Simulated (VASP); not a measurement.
Computed with LDA (Ceperley-Alder, Perdew-Zunger), VASP's LDA PAW potentials (set 64) (plane waves; VASP).

Input for VASP

### KPOINTS
```
Automatic
0
G
 10 10 3
0 0 0
```

### POSCAR
```
La
1
    1.8002525665    -3.1181291083     0.0000000000
    1.8002525665     3.1181291083     0.0000000000
    0.0000000000     0.0000000000    11.4590252381
La
4
Direct
  1.0000000000   0.0000000000   0.5000000000
  1.0000000000   0.0000000000   0.0000000000
  0.3333330000   0.6666670000   0.2500000000
  0.6666670000   0.3333330000   0.7500000000
```

INCAR:
```
# general
SYSTEM   =  La
PREC     =  Accurate
ENCUT    =  500   # plane-wave cut-off (eV)
LREAL    =  F   # projection in real space or not
LASPH    =  T   # aspherical one-centre terms

# electronic loop
EDIFF    =  1E-6
NELM     =  100
ALGO     =  Normal
LMAXMIX  =  6

# smearing
ISMEAR   =  1   # Methfessel-Paxton
SIGMA    =  0.1   # width (eV)

# ions
IBRION   =  2   # conjugate gradients
NSW      =  40   # most ionic steps
ISIF     =  3   # ions, shape and volume
EDIFFG   =  -0.02
PSTRESS  =  50   # kbar

# output
LWAVE    =  F
LCHARG   =  F
```

POTCAR, in this order: La (LDA.64 set). Program: vasp_std.

The resulting files:

### OSZICAR
```
       N       E                     dE             d eps       ncg     rms          rms(c)
DAV:   1     0.547496655956E+03    0.54750E+03   -0.14472E+04  1472   0.233E+03
DAV:   2     0.107288106966E+03   -0.44021E+03   -0.43462E+03  2192   0.458E+02
DAV:   3    -0.568197037959E+01   -0.11297E+03   -0.11191E+03  2700   0.276E+02
DAV:   4    -0.199984264701E+02   -0.14316E+02   -0.14112E+02  2688   0.100E+02
DAV:   5    -0.221340277833E+02   -0.21356E+01   -0.20632E+01  2880   0.331E+01    0.588E+00
DAV:   6    -0.223176217414E+02   -0.18359E+00   -0.30946E+00  2768   0.125E+01    0.292E+00
DAV:   7    -0.223039467906E+02    0.13675E-01   -0.48212E-01  2872   0.433E+00    0.691E-01
DAV:   8    -0.223077650461E+02   -0.38183E-02   -0.74103E-02  2824   0.165E+00    0.275E-01
DAV:   9    -0.223089528202E+02   -0.11878E-02   -0.12676E-02  2744   0.692E-01    0.136E-01
DAV:  10    -0.223090964442E+02   -0.14362E-03   -0.20858E-03  2712   0.268E-01    0.615E-02
DAV:  11    -0.223091008424E+02   -0.43982E-05   -0.41736E-04  2672   0.130E-01    0.207E-02
DAV:  12    -0.223091106885E+02   -0.98461E-05   -0.85720E-05  2424   0.622E-02    0.279E-03
DAV:  13    -0.223091124885E+02   -0.18000E-05   -0.14439E-05  1664   0.228E-02    0.176E-03
DAV:  14    -0.223091129096E+02   -0.42111E-06   -0.36259E-06  1496   0.181E-02
   1 F= -.18294306E+02 E0= -.18292775E+02  d E =-.182943E+02
       N       E                     dE             d eps       ncg     rms          rms(c)
DAV:   1    -0.274067385736E+02   -0.50976E+01   -0.18711E+02  1718   0.124E+02    0.117E+01
DAV:   2    -0.236262067293E+02    0.37805E+01   -0.16872E+01  2526   0.440E+01    0.614E+00
DAV:   3    -0.220156558722E+02    0.16106E+01   -0.10513E+01  1948   0.285E+01    0.231E+00
DAV:   4    -0.220075330417E+02    0.81228E-02   -0.17526E+00  2506   0.144E+01    0.581E-01
DAV:   5    -0.220297400102E+02   -0.22207E-01   -0.28699E-01  2590   0.415E+00    0.765E-01
DAV:   6    -0.220364122929E+02   -0.66723E-02   -0.44070E-02  2848   0.175E+00    0.688E-01
DAV:   7    -0.220331757065E+02    0.32366E-02   -0.21565E-02  2078   0.149E+00    0.198E-01
DAV:   8    -0.220326429000E+02    0.53281E-03   -0.32433E-03  2608   0.610E-01    0.111E-01
DAV:   9    -0.220326435110E+02   -0.61101E-06   -0.18105E-04  2840   0.116E-01    0.925E-02
DAV:  10    -0.220326434625E+02    0.48440E-07   -0.14794E-05  2056   0.294E-02    0.826E-02
DAV:  11    -0.220326612061E+02   -0.17744E-04   -0.75892E-05  2104   0.813E-02    0.120E-02
DAV:  12    -0.220326589726E+02    0.22335E-05   -0.77052E-06  1758   0.305E-02    0.374E-03
DAV:  13    -0.220326591526E+02   -0.18003E-06   -0.82552E-07  1106   0.188E-02
   2 F= -.18574895E+02 E0= -.18575115E+02  d E =-.280589E+00
       N       E                     dE             d eps       ncg     rms          rms(c)
DAV:   1    -0.221417303569E+02   -0.10907E+00   -0.17222E+00  1788   0.113E+01    0.123E+00
DAV:   2    -0.220968446659E+02    0.44886E-01   -0.21298E-01  2466   0.543E+00    0.495E-01
DAV:   3    -0.220867185719E+02    0.10126E-01   -0.64170E-02  2136   0.228E+00    0.116E-01
DAV:   4    -0.220867703632E+02   -0.51791E-04   -0.56565E-03  2580   0.763E-01    0.453E-02
DAV:   5    -0.220868200388E+02   -0.49676E-04   -0.73826E-04  2672   0.183E-01    0.485E-02
DAV:   6    -0.220868694004E+02   -0.49362E-04   -0.34498E-04  2694   0.137E-01    0.152E-02
DAV:   7    -0.220868610438E+02    0.83566E-05   -0.44977E-05  2384   0.651E-02    0.586E-03
DAV:   8    -0.220868609542E+02    0.89636E-07   -0.22755E-06  1488   0.250E-02
   3 F= -.18578876E+02 E0= -.18579444E+02  d E =-.284570E+00
       N       E                     dE             d eps       ncg     rms          rms(c)
DAV:   1    -0.220985186715E+02   -0.11658E-01   -0.62930E-02  1758   0.217E+00    0.230E-01
DAV:   2    -0.220969245245E+02    0.15941E-02   -0.74091E-03  2448   0.999E-01    0.974E-02
DAV:   3    -0.220965289996E+02    0.39552E-03   -0.25544E-03  2088   0.454E-01    0.247E-02
DAV:   4    -0.220965311842E+02   -0.21846E-05   -0.23631E-04  2598   0.158E-01    0.867E-03
DAV:   5    -0.220965336812E+02   -0.24970E-05   -0.33257E-05  2584   0.402E-02    0.990E-03
DAV:   6    -0.220965353217E+02   -0.16405E-05   -0.10703E-05  2080   0.256E-02    0.424E-03
DAV:   7    -0.220965347994E+02    0.52231E-06   -0.20423E-06  1424   0.186E-02
   4 F= -.18578857E+02 E0= -.18579438E+02  d E =-.284551E+00
       N       E                     dE             d eps       ncg     rms          rms(c)
DAV:   1    -0.220978441951E+02   -0.13089E-02   -0.13923E-01  2114   0.686E+00    0.186E-01
DAV:   2    -0.220966975787E+02    0.11466E-02   -0.53349E-03  2580   0.782E-01    0.987E-02
DAV:   3    -0.220962620159E+02    0.43556E-03   -0.23434E-03  2688   0.480E-01    0.246E-02
DAV:   4    -0.220962615182E+02    0.49774E-06   -0.12955E-04  2584   0.114E-01    0.138E-02
DAV:   5    -0.220962615983E+02   -0.80113E-07   -0.58639E-06  1614   0.244E-02
   5 F= -.18579227E+02 E0= -.18579631E+02  d E =-.369493E-03
```

### OUTCAR
```
------------------------ aborting loop because EDIFF is reached ----------------------------------------
  FORCE on cell =-STRESS in cart. coord.  units (eV):
  Direction    XX          YY          ZZ          XY          YZ          ZX
  --------------------------------------------------------------------------------------
  Total        3.4437643      3.4437648      3.5043830      0.0000000      0.0000000     -0.0000000
  in kB       48.9583456     48.9583523     49.8201320      0.0000000      0.0000000     -0.0000000
  external PRESSURE =      -0.7543900 kB  Pullay stress =      50.0000000 kB
  volume of cell :      112.70
      direct lattice vectors                 reciprocal lattice vectors
     1.720945313 -2.980764922  0.000000000     0.290537995 -0.167742178  0.000000000
     1.720945313  2.980764922 -0.000000000     0.290537995  0.167742178  0.000000000
     0.000000000  0.000000000 10.984808132    -0.000000000  0.000000000  0.091034817
 POSITION                                       TOTAL-FORCE (eV/Angst)
 -----------------------------------------------------------------------------------
      0.00000     -0.00000      5.49240         0.000000     -0.000000      0.000000
      0.00000     -0.00000     10.98481         0.000000     -0.000000      0.000000
      1.72095      0.99359      2.74620        -0.000000      0.000000      0.000000
      1.72095     -0.99359      8.23861         0.000000     -0.000000     -0.000000
 -----------------------------------------------------------------------------------
    total drift:                                0.000000      0.000000      0.000000
  FREE ENERGIE OF THE ION-ELECTRON SYSTEM (eV)
  ---------------------------------------------------
  free  energy   TOTEN  =       -22.0962615983 eV

  energy  without entropy=      -22.0974750456  energy(sigma->0) =      -22.09666608
  enthalpy is  TOTEN    =       -18.5792266015 eV   P V=        3.5170349968

 reached required accuracy - stopping structural energy minimisation
```
(Selected blocks of OUTCAR.)

**CONTCAR**
```
La
   1.00000000000000
     1.7209453130138417   -2.9807649221326087    0.0000000000000000
     1.7209453130138417    2.9807649221326087   -0.0000000000000000
     0.0000000000000000    0.0000000000000000   10.9848081316217385
  La
     4
Direct
     0.0000000000000000    0.0000000000000000    0.5000000000000000
     0.0000000000000000    0.0000000000000000    1.0000000000000000
     0.3333330000000032    0.6666669999999968    0.2500000000000000
     0.6666669999999968    0.3333330000000032    0.7500000000000000
```

**OUTCAR**
```
 val. band max:       10.7312435740   @ k =   0.2000   0.2000   0.3333

 cond. band min:      10.7532150778   @ k =   0.1000   0.1000   0.3333


 Fermi energy:        10.7451337425

 k-point     1 :       0.0000    0.0000    0.0000
  band No.  band energies     occupation
      1     -21.9637      2.00000
      2     -21.6808      2.00000
      3     -21.6698      2.00000
      4     -21.3597      2.00000
      5      -7.0789      2.00000
      6      -5.7007      2.00000
      7      -5.6896      2.00000
      8      -4.5291      2.00000
      9      -4.5291      2.00000
     10      -4.3319      2.00000
     11      -4.3319      2.00000
     12      -4.3198      2.00000
     13      -4.3198      2.00000
     14      -4.1116      2.00000
     15      -4.1116      2.00000
     16      -4.0217      2.00000
     17       7.9525      2.00000
     18       8.5454      2.00000
     19       9.1265      2.00000
     20       9.1661      2.00000
     21      11.5002     -0.00000
     22      11.7731     -0.00000
     23      11.9112     -0.00000
     24      11.9231     -0.00000
     25      11.9240     -0.00000
     26      11.9798     -0.00000

 k-point     2 :       0.1000   -0.0000    0.0000
  band No.  band energies     occupation
      1     -21.9211      2.00000
      2     -21.6486      2.00000
      3     -21.6377      2.00000
      4     -21.3402      2.00000
      5      -6.9981      2.00000
      6      -5.7328      2.00000
      7      -5.7220      2.00000
      8      -4.7683      2.00000
      9      -4.6063      2.00000
     10      -4.4973      2.00000
     11      -4.4949      2.00000
     12      -4.3845      2.00000
     13      -4.3718      2.00000
     14      -4.3443      2.00000
     15      -4.1363      2.00000
     16      -4.0623      2.00000
     17       8.3383      2.00000
     18       8.8912      2.00000
     19       9.4746      2.00000
     20       9.5394      2.00000
     21      10.8117      0.10524
     22      11.1660     -0.00000
...
```

Energy and stress use the plane-wave basis of the starting cell.

The compound is La in the dhcp structure. This run relaxes it under an external pressure of 5 GPa. Symmetry was kept, so distortions that lower it aren't found.
